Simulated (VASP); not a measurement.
The cell holds one Ag (fcc) (210) slab, with vacuum along c, ions free to move until forces fall under 0.03 eV/Å, no reconstruction beyond this cell, dipole correction on.

Here is the system:

```
Ag
1.0
    4.96126     0.00000     0.00000
    3.30751     3.69790     0.00000
    0.00000     0.00000    23.91440
Ag
10
Direct
  0.64665   0.64665   0.33496
  0.94970   0.94970   0.36694
  0.25256   0.25256   0.40308
  0.54758   0.54758   0.44388
  0.84846   0.84846   0.48121
  0.15154   0.15154   0.51879
  0.45242   0.45242   0.55612
  0.74744   0.74744   0.59692
  0.05030   0.05030   0.63306
  0.35335   0.35335   0.66504
```

These are PBEsol GGA, VASP's PBE PAW potentials (set 64) (plane waves; VASP 6.6.1) values and carry that method's errors. Run with 400 eV cut-off, 8×8×1 Γ-centred mesh, first-order Methfessel-Paxton smearing of 0.10 eV, potentials Ag.

Slab and bulk use different k-meshes, so the surface energy is good to a few per cent at best.

### Question
Predict its surface energy, work function, band gap (on the k-mesh).

### Answer

```json
{
  "surface_energy": "1.21 J/m²",
  "work_function": "4.35 eV",
  "band gap (on the k-mesh)": "none (metal, semimetal or under 0.01 eV)"
}
```

The cell is a thin slab with vacuum, built from Ag (fcc): (210) face.
